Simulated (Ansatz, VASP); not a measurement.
**Two plane-wave programs on ScIr**

```xyz
2
Lattice="3.1616 0.0000 0.0000 0.0000 3.1616 0.0000 0.0000 0.0000 3.1616" Properties=species:S:1:pos:R:3 pbc="T T T"
Sc    1.5808    1.5808    1.5808
Ir    0.0000    0.0000    0.0000
```

Alike in both runs: functional LDA; k mesh 14 × 14 × 14; occupations gaussian, width 0.1 eV; no spin polarisation.

Ansatz relaxed the structure, and its values are those at the end. VASP's run is a single point on that final structure, the one shown.

|  | VASP | Ansatz |
| --- | --- | --- |
| version | VASP 6.6.1 | Ansatz 0.2.0 |
| potentials or method | VASP PAW LDA potentials, release 64 (Sc_sv, Ir) | scalar-relativistic, plane waves, PAW |
| plane-wave cutoff (eV) | 520 | 420 |
| valence electrons in the cell | 20 | 28 |

|  | VASP | Ansatz | Ansatz less VASP |
| --- | --- | --- | --- |
| gap on the k mesh at the Fermi level (eV) | none | none | - |
| pressure (GPa) | 1.0 | 0.0 | -1.03 |

A gap of «none» marks a metal or a gap that the smearing closes. The two sets of potentials don't hold the same shells in valence.

Spin-orbit coupling is left out, which matters for the levels of Ir.
